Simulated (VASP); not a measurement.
OSZICAR of a VASP run on LaGa$_{3}$Pd$_{2}$ (space group P6/mmm):

File OSZICAR:
```
       N       E                     dE             d eps       ncg     rms          rms(c)
DAV:   1     0.534570123235E+03    0.53457E+03   -0.21867E+04  2456   0.202E+03
DAV:   2     0.797432565355E+02   -0.45483E+03   -0.43121E+03  2530   0.474E+02
DAV:   3    -0.177352618251E+02   -0.97479E+02   -0.91474E+02  2768   0.175E+02
DAV:   4    -0.321009878300E+02   -0.14366E+02   -0.13453E+02  3906   0.582E+01
DAV:   5    -0.332877395206E+02   -0.11868E+01   -0.11303E+01  3896   0.146E+01    0.106E+01
DAV:   6    -0.325930320633E+02    0.69471E+00   -0.15326E+01  3322   0.212E+01    0.585E+00
DAV:   7    -0.321404472513E+02    0.45258E+00   -0.29671E+00  3644   0.102E+01    0.287E+00
DAV:   8    -0.321064920442E+02    0.33955E-01   -0.52739E-01  3392   0.340E+00    0.107E+00
DAV:   9    -0.320871046447E+02    0.19387E-01   -0.12701E-01  3714   0.234E+00    0.252E-01
DAV:  10    -0.320871825345E+02   -0.77890E-04   -0.72391E-03  3952   0.477E-01    0.659E-02
DAV:  11    -0.320872864664E+02   -0.10393E-03   -0.12792E-03  4078   0.214E-01    0.465E-02
DAV:  12    -0.320872695376E+02    0.16929E-04   -0.20529E-04  3704   0.866E-02    0.183E-02
DAV:  13    -0.320872718830E+02   -0.23454E-05   -0.44388E-05  4006   0.388E-02    0.105E-02
DAV:  14    -0.320872749365E+02   -0.30535E-05   -0.16609E-05  3232   0.158E-02    0.346E-03
DAV:  15    -0.320872744844E+02    0.45210E-06   -0.32215E-06  2844   0.132E-02
   1 F= -.32087274E+02 E0= -.32086998E+02  d E =-.552457E-03
```

Q: Which electronic solver shows in the log?

A: It is blocked Davidson (ALGO = Normal, or the opening steps of other solvers). The INCAR had ALGO = Normal.

Q: Can the final energy be trusted as converged?

A: The calculation finished and met its thresholds. It stopped with EDIFF = 1E-6, NELM = 100 (PBEsol GGA, plane waves, VASP's PBE PAW potentials (set 64)).

The structure comes from a computed database's LaGa3Pd2 entry (P6/mmm); how it stands against other phases isn't given here. The cell was not relaxed at this level.
